## Bands of cubic AlN between the zone centre and X

In a crystal, an electron level depends on how the phase of its wave changes from one cell to the next. The k points in the table label these phase changes, and a band is the path of one level from point to point. This section asks whether the levels on the outer part of one line through cubic AlN, together with the bonding between Al and N, fix the levels on its inner part.

Kohn–Sham levels of cubic AlN (F-43m, 2-atom cell) from VASP 6.6.1 with the PBE functional, taken before the G0W0 step and counted from the valence top. The run used the PAW potentials Al_GW and N_GW, a 420 eV plane-wave cutoff, a 6×6×6 k mesh and Gaussian smearing of 0.01 eV, without spin polarisation or spin–orbit coupling.

| point a (reciprocal cell vector) | point b (reciprocal cell vector) | point c (reciprocal cell vector) | level under 4 (eV) | level under 3 (eV) | level under 2 (eV) | level under 1 (eV) | level over 1 (eV) | level over 2 (eV) |
| --- | --- | --- | --- | --- | --- | --- | --- | --- |
| 0.0000 | 0.0000 | 0.0000 | ? | ? | ? | ? | ? | ? |
| 0.1667 | 0.1667 | 0.0000 | ? | ? | ? | ? | ? | ? |
| -0.3333 | 0.1667 | 0.0000 | -13.030 | -4.892 | -1.818 | -0.510 | 7.938 | 8.776 |
| 0.3333 | 0.3333 | 0.0000 | -13.151 | -3.888 | -1.392 | -1.392 | 4.785 | 9.322 |
| -0.3333 | 0.3333 | 0.0000 | -12.439 | -4.275 | -3.674 | -1.096 | 6.030 | 10.084 |
| 0.5000 | 0.5000 | 0.0000 | -12.302 | -4.889 | -1.770 | -1.770 | 3.302 | 8.562 |
| -0.3333 | 0.5000 | 0.1667 | -12.261 | -4.304 | -2.773 | -2.496 | 5.226 | 10.256 |

The line runs from the zone centre (0, 0, 0) to the point X (0.5, 0.5, 0). Its position x is 0 at the centre and 1 at X, so the two withheld rows are x = 0 and x = 1/3, and the row (0.3333, 0.3333, 0) is x = 2/3. "Level under 1" is the highest filled level and "level over 1" the lowest empty one, both counted from the valence top.

The table holds the PBE levels from which a G0W0 step starts. The smallest gap on the mesh is 3.3022 eV in PBE and 4.7214 eV after the G0W0 step, so the PBE gaps should not be taken for measured ones. They belong to the cubic form, not to the more stable wurtzite form.

### What the centre must look like

Cubic symmetry makes the three N 2p directions equivalent at the centre. The valence top of this crystal is known to lie there, so three levels should stand at zero. The run also reports a smallest direct gap of 4.12 eV. Every visible row has a larger vertical gap, and the smallest direct gap of cubic AlN is known to be at the centre, so the first empty level is placed there at 4.12 eV. These are deductions from known facts and do not count as forecasts.

### Two levels that push each other apart

Away from the centre, the N 2p level that points along the line separates from the other two, which remain an equal pair. At the centre, symmetry keeps this single level from mixing with the first empty level, which is s-like. Between the centre and X the two may mix, and mixing pushes the lower one down and the upper one up. The closer they stand, the more sharply their bands bend apart as the coupling sets in. At X itself the two are expected to differ in symmetry again, so their mixing should vanish there too.

A smooth curve through the energies would blunt this bend. For two coupled levels, however, the energies contain a square root, which can need many cosines to describe. Their sum and product contain no such root, so a short series should suit them better. Both quantities are symmetric about x = 0 and x = 1, so each can be written as a constant plus terms in cos πx, cos 2πx and higher cosines. Dropping the higher cosines, which is an approximation, gives

value(1/3) = value(2/3) + ½ [value(0) − value(1)].

For the single valence level and the first empty level, in eV and eV²:

- The sum is 0.897 at x = 2/3, −1.587 at X and 4.12 at the centre. At x = 1/3 it becomes 0.897 + ½ (4.12 + 1.587) = 3.75.
- The product is −18.60 at x = 2/3, −16.14 at X and zero at the centre. At x = 1/3 it becomes −18.60 + ½ × 16.14 = −10.53.
- The two energies are 3.75/2 ± √[(3.75/2)² + 10.53], or about −1.9 and 5.6 eV.

The pair has a different symmetry and does not mix with the first empty level, so the rule is applied to its energy directly. The second empty level is extended inwards by a single cosine through its two visible points, which is a much weaker guide.

### The deep N 2s level

The lowest of the four valence levels is mainly N 2s, pushed down by Al 3s. At the centre the four Al neighbours act in phase and the push is full; at X their contributions cancel. Away from the centre Al 3p can also push the level down, which this model leaves out. For two levels a distance D apart before mixing, the push p obeys p(D + p) = V², where V is the coupling.

Visible rows with a quarter of the full V² lie on average 0.81 eV below those with none. If the push simply followed V², it would be four times as large at the centre. But a larger push also widens the distance between the levels, so it grows more slowly. With the upper level set at 4.12 eV, the equation gives 2.84 eV instead of 3.24 eV.

### Forecasts

The error bars are judgements of what the simple models leave out.

- **Centre:** N 2s at −15.1 ± 0.4 eV; second empty level at 11.6 ± 1.5 eV.
- **One third of the way:** N 2s at −14.5 ± 0.3 eV; single valence level at −1.9 ± 0.3 eV; valence pair at −0.51 ± 0.15 eV; first empty level at 5.6 ± 0.3 eV; second empty level at 10.8 ± 1.0 eV.

The lowest empty band should therefore rise from the centre before it falls to X.

The withheld rows as computed:

| point a (reciprocal cell vector) | point b (reciprocal cell vector) | point c (reciprocal cell vector) | level under 4 (eV) | level under 3 (eV) | level under 2 (eV) | level under 1 (eV) | level over 1 (eV) | level over 2 (eV) |
| --- | --- | --- | --- | --- | --- | --- | --- | --- |
| 0.0000 | 0.0000 | 0.0000 | -14.959 | 0.000 | 0.000 | 0.000 | 4.120 | 12.476 |
| 0.1667 | 0.1667 | 0.0000 | -14.434 | -1.726 | -0.517 | -0.517 | 5.831 | 11.079 |

### Hits and misses

All seven forecasts fall within their error bars, and the lowest empty band does rise before it falls. The deductions for the centre also hold. The valence pair is met to 0.01 eV, much closer than its error bar gave reason to expect.

The clearest test of the repulsion model is the distance between the single valence level and the first empty level at x = 1/3. The calculation gives 5.831 + 1.726 = 7.56 eV and the two-level model 7.50 eV. Applying the cosine rule to each energy directly gives only 5.194 + 1.443 = 6.64 eV. Both estimates have the same sum of energies, so the gain comes entirely from applying the rule to the product. This supports the picture of two repelling levels, though a single point cannot prove it.

That shared sum is too low. The product is also off, at −10.53 against −10.06 eV², and in the distance the two errors partly cancel. The model's valence level is 0.15 eV too low and its empty level 0.21 eV too low, so the two are displaced together. The model leaves out both the higher cosines and the coupling to further levels. Either could cause such a shift, but this was not tested.

The N 2s forecasts are too low by 0.16 eV at the centre and 0.06 eV at x = 1/3. A push proportional to V² would have put the centre at −15.5 eV, against the computed −14.96 eV, so a push that grows more slowly fits better. The model is still incomplete: the two visible rows with a quarter of the full V² differ by 0.12 eV, although it gives them the same energy.

The second empty level shows the cost of extrapolating without a mechanism. It is 0.24 eV too low at x = 1/3 and 0.87 eV too low at the centre, because the band climbs more steeply towards the centre than its outer part suggests.

The useful picture is that of two separate minima in the lowest empty band along this line. On this mesh the lower one is at X, 3.30 eV above the valence top, while the smallest direct gap is at the centre. The printed output below lists every forecast beside its computed value.

Numerical output:

```
N 2s level in eV (error bar 0.4 at centre and 0.3 at one third):
      row  squared coupling  two-level model  linear rival  computed  model less computed
      0.0                 1           -15.12        -15.52    -14.96              -0.1586
   0.1667            0.7499           -14.49        -14.71    -14.43             -0.05855
  -0.3333              0.25           -13.09        -13.09    -13.03              -0.0605
   0.3333            0.2501           -13.09        -13.09    -13.15              0.06022
  -0.3333           0.06255           -12.49        -12.48    -12.44             -0.05368
      0.5                 0           -12.28        -12.28     -12.3               0.0205
  -0.3333                 0           -12.28        -12.28    -12.26              -0.0205
One third, single valence level, forecast in eV (error bar 0.3): -1.873
One third, single valence level, computed in eV: -1.726
One third, single valence level, forecast less computed in eV: -0.1469
One third, single valence level, rival rule on the energy itself in eV: -1.443
One third, valence pair, forecast in eV (error bar 0.15): -0.507
One third, valence pair, computed in eV: -0.517
One third, valence pair, forecast less computed in eV: 0.01
One third, first empty level, forecast in eV (error bar 0.3): 5.623
One third, first empty level, computed in eV: 5.831
One third, first empty level, forecast less computed in eV: -0.2076
One third, first empty level, rival rule on the energy itself in eV: 5.194
One third, second empty level, forecast in eV (error bar 1.0): 10.84
One third, second empty level, computed in eV: 11.08
One third, second empty level, forecast less computed in eV: -0.237
Centre, second empty level, forecast in eV (error bar 1.5): 11.6
Centre, second empty level, computed in eV: 12.48
Centre, second empty level, forecast less computed in eV: -0.874
Centre, lowest of the three upper valence levels, computed in eV: 0
Centre, first empty level, computed in eV (deduced 4.12): 4.12
Smallest vertical gap in the visible rows in eV: 5.072
```
